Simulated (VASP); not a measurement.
OSZICAR of a VASP run on Cd (space group P6_3/mmc):

**OSZICAR**
```
       N       E                     dE             d eps       ncg     rms          rms(c)
DAV:   1     0.837952075696E+02    0.83795E+02   -0.11945E+04  2704   0.127E+03
DAV:   2    -0.652187427140E+02   -0.14901E+03   -0.14643E+03  2760   0.354E+02
DAV:   3    -0.682569445085E+02   -0.30382E+01   -0.30353E+01  3288   0.611E+01
DAV:   4    -0.682602923563E+02   -0.33478E-02   -0.33478E-02  3208   0.180E+00
DAV:   5    -0.682603019134E+02   -0.95571E-05   -0.95570E-05  3320   0.876E-02    0.544E+00
DAV:   6    -0.625983251995E+02    0.56620E+01   -0.74775E+00  2696   0.420E+01    0.707E+00
DAV:   7    -0.611859256113E+02    0.14124E+01   -0.21595E-01  2840   0.758E+00    0.444E+00
DAV:   8    -0.608811333402E+02    0.30479E+00   -0.14910E-01  2832   0.417E+00    0.108E+00
DAV:   9    -0.605678430149E+02    0.31329E+00   -0.33390E-01  2896   0.606E+00    0.101E+00
DAV:  10    -0.607670497221E+02   -0.19921E+00   -0.10263E-01  2808   0.283E+00    0.409E-01
DAV:  11    -0.607830644045E+02   -0.16015E-01   -0.47159E-03  3240   0.610E-01    0.194E-01
DAV:  12    -0.607895383257E+02   -0.64739E-02   -0.89789E-03  3032   0.651E-01    0.381E-01
DAV:  13    -0.608093508441E+02   -0.19813E-01   -0.25118E-02  2880   0.126E+00    0.201E-01
DAV:  14    -0.608105894865E+02   -0.12386E-02   -0.14053E-03  2968   0.346E-01    0.699E-02
DAV:  15    -0.608103157630E+02    0.27372E-03   -0.31426E-04  2800   0.181E-01    0.119E-01
DAV:  16    -0.608108393685E+02   -0.52361E-03   -0.81050E-04  2760   0.288E-01    0.236E-02
DAV:  17    -0.608107615309E+02    0.77838E-04   -0.45682E-05  3024   0.740E-02    0.173E-02
DAV:  18    -0.608107183367E+02    0.43194E-04   -0.46719E-05  2824   0.711E-02    0.124E-02
DAV:  19    -0.608107065112E+02    0.11826E-04   -0.11128E-05  2840   0.393E-02    0.353E-03
DAV:  20    -0.608107279150E+02   -0.21404E-04   -0.68524E-06  2696   0.248E-02    0.529E-03
DAV:  21    -0.608107271453E+02    0.76970E-06   -0.30309E-06  2240   0.179E-02
   1 F= -.60810727E+02 E0= -.60810783E+02  d E =-.608107E+02
       N       E                     dE             d eps       ncg     rms          rms(c)
DAV:   1    -0.608108989311E+02   -0.17102E-03   -0.66074E-03  2824   0.807E-01    0.765E-02
DAV:   2    -0.608106692831E+02    0.22965E-03   -0.24963E-04  2960   0.207E-01    0.351E-02
DAV:   3    -0.608106945038E+02   -0.25221E-04   -0.32914E-05  2832   0.653E-02    0.187E-02
DAV:   4    -0.608107284419E+02   -0.33938E-04   -0.37224E-05  2864   0.558E-02    0.592E-03
DAV:   5    -0.608107385220E+02   -0.10080E-04   -0.28604E-05  2760   0.478E-02    0.447E-03
DAV:   6    -0.608107353299E+02    0.31921E-05   -0.41312E-06  2144   0.164E-02    0.140E-03
DAV:   7    -0.608107339826E+02    0.13473E-05   -0.36085E-07  1552   0.536E-03    0.395E-04
DAV:   8    -0.608107337061E+02    0.27641E-06   -0.66126E-08  1392   0.218E-03
   2 F= -.60810734E+02 E0= -.60810791E+02  d E =-.656083E-05
```

Task: Which electronic solver shows in the log?

Result: It is blocked Davidson (ALGO = Normal, or the opening steps of other solvers). The INCAR had ALGO = Normal.

Task: Can the final energy be trusted as converged?

Result: The calculation finished and met its thresholds. It stopped with EDIFF = 1E-6, NELM = 100, NSW = 60 and EDIFFG = -0.01 after 2 ionic steps (SCAN meta-GGA, plane waves, VASP's PBE PAW potentials (set 64)).

The structure comes from a measured Cd entry (P6_3/mmc) of the Crystallography Open Database, whose conditions weren't checked. This run relaxes it. Symmetry was kept, so distortions that lower it aren't found. The start is the result of an earlier pass.
